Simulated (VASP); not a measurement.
Consider the following.

```xyz
3
Lattice="1.8810 -3.2580 0.0000 1.8810 3.2580 0.0000 0.0000 0.0000 5.8902" Properties=species:S:1:pos:R:3 pbc="T T T"
Sn     0.0000     0.0000     0.0000
Se     1.8810     1.0860     1.5602
Se     1.8810    -1.0860     4.3299
```

Calculation: PBE GGA with D4 dispersion, VASP's PBE PAW potentials (set 64) (plane waves; VASP). Settings: 520 eV cut-off, 7×7×4 Γ-centred mesh, Gaussian smearing of 0.050 eV, potentials Sn_d Se.

### Question
The ions and cell shape at fixed volume are relaxed. Give the cell that the relaxation ends in.

### Answer

```xyz
3
Lattice="1.9030 -3.2962 0.0000 1.9030 3.2962 0.0000 0.0000 0.0000 5.7546" Properties=species:S:1:pos:R:3 pbc="T T T"
Sn     0.0000     0.0000     5.7546
Se     1.9030     1.0987     1.5917
Se     1.9030    -1.0987     4.1629
```
Space group P-3m1 (164), at a tolerance of 0.03 Å.

### Question
How much energy does the relaxation gain?

### Answer
The energy (σ→0) changes by -12.5 meV/atom, in 5 ionic steps.

The compound is SnSe2 in the 1T layered structure. This cell is one point of a volume scan, at 0.94 of the reference volume. Symmetry was kept, so distortions that lower it aren't found.
